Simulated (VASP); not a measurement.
```
CELL_PARAMETERS angstrom
      3.70448    -1.88604     0.00379
      3.70448     1.88604     0.00379
      2.74105     0.00000     3.12521
ATOMIC_POSITIONS crystal
  As 0.22662 0.22662 0.22662
  As 0.77338 0.77338 0.77338
```

The numbers are results of r2SCAN+rVV10, VASP's PBE PAW potentials (set 64) (plane waves; VASP 6.6.1), not measurements. Settings: 520 eV cut-off, 13×13×13 Γ-centred mesh, tetrahedra with Blöchl corrections, potentials As.

### Question
Predict the energy per atom (σ→0), band gap (over mesh and band path) with the smallest direct gap where there is one.

### Answer

| Property | Result |
|---|---|
| band gap (over mesh and band path) | none (metal, semimetal or under 0.01 eV) |
| energy per atom (σ→0) | -14.595 eV/atom |

The compound is As in the a7 structure. It was relaxed first.
